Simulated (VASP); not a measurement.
# CoSi2: Co into a neighbouring Co vacancy, part 4 of 4

How hard is this move in CoSi2: Co into a neighbouring Co vacancy? Both ends are relaxed first, then a band of images between them. The start is a cell from a database of measured crystal structures.

VASP 6.6.1, plane waves and PAW; the level of theory is named at each step.

So far. Step 3 (Relax the start): The run ended after 9 ionic steps, 0.124 eV below its first step, once the forces on the free atoms met EDIFFG = -0.05. Step 4 (Relax the end): The run ended after 8 ionic steps, 0.139 eV below its first step, once the forces on the free atoms met EDIFFG = -0.05.

The database entry behind the starting cell differs from later determinations by our own check (0.1 to 0.3 % short, probably kX units), so it need not match the best structure at ambient conditions.

## Step 5: Nudged elastic band

Level of this step: LDA, spin-polarised from a ferromagnetic start; plane waves and PAW (Co, Si) (VASP).

Images on a straight line between the ends relax across the path, while springs keep them spaced along it.

INCAR reads:

```
SYSTEM = Co7Si16
PREC = Normal
ENCUT = 280
EDIFF = 1E-05
NELM = 120
ISMEAR = 1
SIGMA = 0.15
LREAL = Auto
ALGO = Fast
GGA = CA
NBANDS = 107
ISPIN = 2
MAGMOM = 2 2 2 2 2 2 2 0 0 0 0 0 0 0 0 0 0 0 0 0 0 0 0
LASPH = .TRUE.
LMAXMIX = 4
LWAVE = .FALSE.
LCHARG = .FALSE.
IMAGES = 3
SPRING = -5
IBRION = 3
POTIM = 0.15
NSW = 60
EDIFFG = -0.05
ISYM = 0
ISIF = 0
SMASS = 1
```

POSCAR reads:

```
Co7Si16
1.0
    0.0000000000      5.2744270254      5.2744270254
    5.2744270254      0.0000000000      5.2744270254
    5.2744270254      5.2744270254      0.0000000000
Co Si
7 16
Direct
    0.9999053368      0.9999798404      0.5007251062
    0.0001266625      0.4996737602      0.9993561548
    0.0001459701      0.5005321024      0.4996629104
    0.4994666763      0.9995368958      0.9998890571
    0.4997481940      0.9998208959      0.5002149569
    0.4999084941      0.4996918484      0.9994165506
    0.5010089465      0.4996094509      0.4988944900
    0.3754055727      0.3752451543      0.3752111015
    0.3758691225      0.3750446593      0.8725922716
    0.3753420042      0.8734915405      0.3753607957
    0.3675209024      0.8765534792      0.8774854288
    0.8739117096      0.3755753376      0.3749535496
    0.8762511332      0.3698537895      0.8764749893
    0.8770287553      0.8775726233      0.3688184341
    0.8764254140      0.8766553289      0.8774021697
    0.1228295285      0.1230269448      0.1233729082
    0.1224221402      0.1237224191      0.6312338213
    0.1230643761      0.6292932876      0.1232288273
    0.1272934186      0.6245809048      0.6238359419
    0.6295872153      0.1227714676      0.1233897527
    0.6244491974      0.1260360681      0.6244684803
    0.6242510585      0.6244907521      0.1254112965
    0.6247209908      0.6247127740      0.6238001317
```

KPOINTS reads:

```
Automatic mesh
0
Gamma
3 3 3
0 0 0
```

00/POSCAR reads:

```
Co7Si16
1.0
    0.0000000000      5.2744270254      5.2744270254
    5.2744270254      0.0000000000      5.2744270254
    5.2744270254      5.2744270254      0.0000000000
Co Si
7 16
Direct
    0.9999053368      0.9999798404      0.5007251062
    0.0001266625      0.4996737602      0.9993561548
    0.0001459701      0.5005321024      0.4996629104
    0.4994666763      0.9995368958      0.9998890571
    0.4997481940      0.9998208959      0.5002149569
    0.4999084941      0.4996918484      0.9994165506
    0.5010089465      0.4996094509      0.4988944900
    0.3754055727      0.3752451543      0.3752111015
    0.3758691225      0.3750446593      0.8725922716
    0.3753420042      0.8734915405      0.3753607957
    0.3675209024      0.8765534792      0.8774854288
    0.8739117096      0.3755753376      0.3749535496
    0.8762511332      0.3698537895      0.8764749893
    0.8770287553      0.8775726233      0.3688184341
    0.8764254140      0.8766553289      0.8774021697
    0.1228295285      0.1230269448      0.1233729082
    0.1224221402      0.1237224191      0.6312338213
    0.1230643761      0.6292932876      0.1232288273
    0.1272934186      0.6245809048      0.6238359419
    0.6295872153      0.1227714676      0.1233897527
    0.6244491974      0.1260360681      0.6244684803
    0.6242510585      0.6244907521      0.1254112965
    0.6247209908      0.6247127740      0.6238001317
```

01/POSCAR reads:

```
Co7Si16
1.0
    0.0000000000      5.2744270254      5.2744270254
    5.2744270254      0.0000000000      5.2744270254
    5.2744270254      5.2744270254      0.0000000000
Co Si
7 16
Direct
    0.9995395676      0.9999314788      0.3760866224
    0.0000923910      0.4993066102      1.0000697340
   -0.0005275468      0.5007753209      0.5003872342
    0.5000422778      0.9992300173      0.9995776345
    0.4988639511      0.9998625129      0.5003322599
    0.4993831042      0.4996655327      1.0001055224
    0.5008150607      0.4993318741      0.4993395490
    0.3748854568      0.3752417254      0.3752071694
    0.3757601848      0.3748403893      0.8734956450
    0.3736037583      0.8740674636      0.3756883714
    0.3691348666      0.8757022486      0.8771984523
    0.8745570450      0.3739629132      0.3758701362
    0.8749377796      0.3712637470      0.8769255567
    0.8764473906      0.8775921980      0.3712493375
    0.8768450368      0.8763593884      0.8753352293
    0.1230814275      0.1227126026      0.1254310438
    0.1219108554      0.1237742615      0.6296614862
    0.1233978347      0.6281141533      0.1241350905
    0.1263667595      0.6255463212      0.6241556997
    0.6279563049      0.1235761934      0.1238808228
    0.6259471754      0.1249321909      0.6240533491
    0.6242526993      0.6241714678      0.1254081298
    0.6240794364      0.6246986194      0.6249560648
```

02/POSCAR reads:

```
Co7Si16
1.0
    0.0000000000      5.2744270254      5.2744270254
    5.2744270254      0.0000000000      5.2744270254
    5.2744270254      5.2744270254      0.0000000000
Co Si
7 16
Direct
    0.9991737983      0.9998831173      0.2514481385
    0.0000581195      0.4989394603      1.0007833133
   -0.0012010638      0.5010185394      0.5011115580
    0.5006178794      0.9989231388      0.9992662119
    0.4979797082      0.9999041298      0.5004495628
    0.4988577142      0.4996392170      1.0007944942
    0.5006211748      0.4990542973      0.4997846081
    0.3743653410      0.3752382964      0.3752032372
    0.3756512472      0.3746361194      0.8743990184
    0.3718655123      0.8746433867      0.3760159472
    0.3707488308      0.8748510181      0.8769114758
    0.8752023804      0.3723504888      0.3767867227
    0.8736244259      0.3726737046      0.8773761240
    0.8758660258      0.8776117727      0.3736802408
    0.8772646596      0.8760634480      0.8732682890
    0.1233333266      0.1223982604      0.1274891795
    0.1213995706      0.1238261038      0.6280891510
    0.1237312934      0.6269350189      0.1250413538
    0.1254401004      0.6265117377      0.6244754575
    0.6263253944      0.1243809191      0.1243718930
    0.6274451534      0.1238283136      0.6236382178
    0.6242543402      0.6238521834      0.1254049631
    0.6234378819      0.6246844649      0.6261119978
```

03/POSCAR reads:

```
Co7Si16
1.0
    0.0000000000      5.2744270254      5.2744270254
    5.2744270254      0.0000000000      5.2744270254
    5.2744270254      5.2744270254      0.0000000000
Co Si
7 16
Direct
    0.9988080290      0.9998347558      0.1268096546
    0.0000238480      0.4985723104      1.0014968926
   -0.0018745807      0.5012617578      0.5018358817
    0.5011934809      0.9986162603      0.9989547893
    0.4970954652      0.9999457468      0.5005668658
    0.4983323242      0.4996129013      1.0014834660
    0.5004272890      0.4987767205      0.5002296671
    0.3738452251      0.3752348674      0.3751993051
    0.3755423095      0.3744318494      0.8753023919
    0.3701272664      0.8752193098      0.3763435230
    0.3723627950      0.8739997876      0.8766244992
    0.8758477158      0.3707380644      0.3777033092
    0.8723110722      0.3740836622      0.8778266914
    0.8752846611      0.8776313474      0.3761111442
    0.8776842825      0.8757675076      0.8712013486
    0.1235852256      0.1220839181      0.1295473152
    0.1208882859      0.1238779462      0.6265168159
    0.1240647520      0.6257558846      0.1259476170
    0.1245134413      0.6274771541      0.6247952153
    0.6246944840      0.1251856448      0.1248629632
    0.6289431313      0.1227244364      0.6232230866
    0.6242559810      0.6235328990      0.1254017964
    0.6227963275      0.6246703103      0.6272679309
```

04/POSCAR reads:

```
Co7Si16
1.0
    0.0000000000      5.2744270254      5.2744270254
    5.2744270254      0.0000000000      5.2744270254
    5.2744270254      5.2744270254      0.0000000000
Co Si
7 16
Direct
    0.9984422598      0.9997863942      0.0021711708
   -0.0000104235      0.4982051604      1.0022104718
   -0.0025480977      0.5015049763      0.5025602055
    0.5017690825      0.9983093818      0.9986433667
    0.4962112223      0.9999873638      0.5006841688
    0.4978069343      0.4995865856      1.0021724378
    0.5002334032      0.4984991437      0.5006747262
    0.3733251092      0.3752314385      0.3751953730
    0.3754333718      0.3742275794      0.8762057653
    0.3683890204      0.8757952329      0.3766710987
    0.3739767592      0.8731485570      0.8763375227
    0.8764930512      0.3691256400      0.3786198958
    0.8709977186      0.3754936197      0.8782772588
    0.8747032964      0.8776509221      0.3785420476
    0.8781039053      0.8754715671      0.8691344082
    0.1238371246      0.1217695759      0.1316054508
    0.1203770011      0.1239297886      0.6249444808
    0.1243982106      0.6245767502      0.1268538802
    0.1235867822      0.6284425706      0.6251149731
    0.6230635736      0.1259903706      0.1253540333
    0.6304411093      0.1216205591      0.6228079554
    0.6242576218      0.6232136147      0.1253986297
    0.6221547731      0.6246561557      0.6284238640
```

The projector-augmented-wave data sets are Co and Si (LDA family, release 64).

Launch:

```
$ mpirun -np 3 vasp_std
```

The log of the run:

```text
[banner, memory and clock lines left out]
running    3 mpi-ranks, on    1 nodes
 each image running on    1 cores
[...]
01/POSCAR found :  2 types and      23 ions
 LDA part: xc-table for (Slater(with rela. corr.)+CA(PZ))
 , standard interpolation
[...]
00/POSCAR found :  2 types and      23 ions
[...]
04/POSCAR found :  2 types and      23 ions
 POSCAR, INCAR and KPOINTS ok, starting setup
[...]
entering main loop
       N       E                     dE             d eps       ncg     rms          rms(c)
DAV:   1     0.590076046115E+03    0.59008E+03   -0.32303E+04  5992   0.731E+02
DAV:   2    -0.947498985083E+02   -0.68483E+03   -0.62431E+03  6174   0.217E+02
DAV:   3    -0.160579299398E+03   -0.65829E+02   -0.61475E+02  7012   0.766E+01
DAV:   4    -0.163185979652E+03   -0.26067E+01   -0.25832E+01  7248   0.164E+01
[...]
RMM:  18    -0.154611540434E+03   -0.98507E-04   -0.32776E-04  6090   0.658E-02    0.124E-01
RMM:  19    -0.154611452465E+03    0.87968E-04   -0.18828E-04  6059   0.532E-02    0.466E-02
RMM:  20    -0.154611448635E+03    0.38299E-05   -0.72502E-05  5599   0.219E-02
   1 F= -.15461145E+03 E0= -.15460961E+03  d E =-.154611E+03  mag=    -0.0007
[... from here on, the cycles between the ionic steps are left out ...]
   2 F= -.16122007E+03 E0= -.16121851E+03  d E =-.660862E+01  mag=    -0.0000
   6 F= -.16199956E+03 E0= -.16199778E+03  d E =-.227234E+00  mag=    -0.0000
  11 F= -.16264204E+03 E0= -.16264091E+03  d E =-.837997E-01  mag=     0.0000
  16 F= -.16290442E+03 E0= -.16290150E+03  d E =-.377009E-01  mag=     0.0000
  21 F= -.16303025E+03 E0= -.16302722E+03  d E =-.189486E-01  mag=     0.0000
  26 F= -.16309841E+03 E0= -.16309601E+03  d E =-.109965E-01  mag=    -0.0000
  31 F= -.16314137E+03 E0= -.16313945E+03  d E =-.733710E-02  mag=     0.0000
  36 F= -.16317108E+03 E0= -.16316948E+03  d E =-.520685E-02  mag=     0.0000
  41 F= -.16319322E+03 E0= -.16319187E+03  d E =-.396689E-02  mag=     0.0000
  46 F= -.16321156E+03 E0= -.16321050E+03  d E =-.377209E-02  mag=     0.0000
  51 F= -.16323824E+03 E0= -.16323763E+03  d E =-.702648E-02  mag=    -0.0000
  56 F= -.16329706E+03 E0= -.16329732E+03  d E =-.157298E-01  mag=    -0.0000
  59 F= -.16336060E+03 E0= -.16336167E+03  d E =-.241294E-01  mag=    -0.0000
  60 F= -.16338802E+03 E0= -.16338942E+03  d E =-.274186E-01  mag=    -0.0000
damped:  g(F)=  0.626E-01 g(S)=  0.000E+00 dE (1.order)=-0.126E+00
```

It took 69 min on 3 MPI ranks of AMD EPYC 9R45, shared host; peak memory 0.94 GiB.

From OUTCAR (step 5):

```text
  tangential force (eV/A)        -1.954172
  left and right image   1.605699  1.887591 A

  tangential force (eV/A)        -1.838725
  left and right image   1.609259  1.921031 A

 spin component 1
 k-point     1 :       0.0000    0.0000    0.0000
  band No.  band energies     occupation
    ...
     58       9.6169      1.00000
     59       9.6817      1.00000
     60       9.7421      1.00002
     61       9.8441      1.00067
     62       9.9737      1.01624
     63      10.2470      0.44319
     64      10.3607      0.00367
     65      11.0883     -0.00000
     66      11.4747     -0.00000
     67      11.6031     -0.00000
    ...

 k-point     2 :       0.3333    0.0000    0.0000
  band No.  band energies     occupation
    ...
     59       9.4132      1.00000
     60       9.5008      1.00000
     61       9.6302      1.00000
     62       9.7525      1.00002
     63      10.0622      1.03485
     64      10.2977      0.18590
     65      10.6254     -0.00077
     66      11.2873     -0.00000
     67      11.4394     -0.00000
     68      11.6713     -0.00000
    ...

 POSITION                                       TOTAL-FORCE (eV/Angst)
 -----------------------------------------------------------------------------------
      7.42388      7.34125     10.53588         0.597031      1.611016      0.001922
      2.50435     -0.15686      2.84809        -0.054300     -0.061648     -0.222348
      5.10990      7.81751      7.61200         0.035827     -0.120814      0.356517
     10.38373      7.81811      8.18629         0.036987     -0.131853     -0.358764
      7.77702      5.11574      7.67658        -0.043881     -0.050742      0.216862
      2.71576      2.66487      5.26273        -0.241638     -0.197683     -0.002415
      5.10601      5.03575      5.26043         0.028680      0.097889      0.007701
      3.87620      3.86054      3.71982        -0.066068     -0.069565      0.237965
      6.50200      6.50093      4.07379        -0.080139     -0.092487     -0.161984
      6.39011      3.65609      6.59293         0.013642      0.068908     -0.010507
      9.15485      6.54873      6.64039        -0.107588     -0.158976     -0.044695
      3.70160      6.36591      6.57109         0.103928      0.030471      0.030473
      6.55101      9.16703      6.57579        -0.166760     -0.143491     -0.008103
      6.29809      6.35178      8.95067         0.078138     -0.135123      0.540972
[...]
-----------------------------------------------------------------------------------
    total drift:                                0.020141     -0.016112      0.014317

  FREE ENERGIE OF THE ION-ELECTRON SYSTEM (eV)
  ---------------------------------------------------
  free  energy   TOTEN  =      -163.3880200959 eV

  energy  without entropy=     -163.3922272295  energy(sigma->0) =     -163.38942247

  tangential force (eV/A)        -1.709112
  left and right image   1.611724  1.955140 A

[... 5 parts as in an earlier step ...]

[... 10 further parts left out ...]
[key lines of the parts left out:]
E-fermi :  10.2369
```

The band used up its steps before its forces met the threshold, so no barrier is taken from it.

## Step 6: Outcome

```json
{"result": "none"}
```

The session ends without its result: «nudged elastic band» used up its steps.

[Lines on the potential files, build, host, timing and source positions are cut from VASP's logs without a mark.]

[Logs are printed without paths, hosts, clocks, repeated set-up lines and the standing remarks that a program may print on its own settings, such as how far it seeks lower states.]

[Hosts, paths, dates, database ids (printed as entryN), source tags and the programs' standing remarks are cut or masked in the printed files.]

[Runs that stopped without an error message from VASP are left out.]
